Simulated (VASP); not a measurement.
Consider the following.

```yaml
crystal:
  lattice:
    - [2.30061, -3.98477, 0.00000]
    - [2.30061, 3.98477, 0.00000]
    - [0.00000, 0.00000, 7.26531]
  atoms:
    - { symbol: Mg, position: [0.00000, 0.00000, 0.00000] }
    - { symbol: Mg, position: [0.33333, 0.66667, 0.63342] }
    - { symbol: Mg, position: [0.66667, 0.33333, 0.36658] }
    - { symbol: Sb, position: [0.33333, 0.66667, 0.22656] }
    - { symbol: Sb, position: [0.66667, 0.33333, 0.77344] }
```

These are PW91 GGA, VASP's PBE PAW potentials (set 64) (plane waves; VASP) values and carry that method's errors. Settings: 520 eV cut-off, Gaussian smearing of 0.050 eV, potentials Mg Sb.

Unless said otherwise, spin-orbit coupling is left out, though it shifts the bands of the heavy elements here.

**Question.** Predict the band gap (along the path) with the smallest direct gap where there is one.

**Answer.** 
The band gap (along the path) is 0.21 eV and the smallest direct gap (along the path) is 1.03 eV.

Only differences to runs with the same potentials and settings are physical.

The compound is Mg3Sb2 in the a-la2o3 structure. It was relaxed first.
